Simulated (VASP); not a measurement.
```xyz
2
Lattice="0.0000 3.2359 3.2359 3.2359 0.0000 3.2359 3.2359 3.2359 0.0000" Properties=species:S:1:pos:R:3 pbc="T T T"
Ba     0.0000     0.0000     0.0000
S      3.2359     3.2359     3.2359
```

The numbers are results of PBE GGA with D3 dispersion (zero damping), VASP's PBE PAW potentials (set 64) (plane waves; VASP), not measurements. Run with 520 eV cut-off, 7×7×7 Γ-centred mesh, Gaussian smearing of 0.050 eV, potentials Ba_sv S.

Predict the energy per atom (σ→0), pressure.

```json
{
 "energy per atom (σ→0)": "-5.246 eV/atom",
 "pressure": "-11.8 kbar"
}
```

Only differences to runs with the same potentials and settings are physical.

The compound is BaS in the rock salt structure. This cell is one point of a volume scan, at 1.03 of the reference volume.
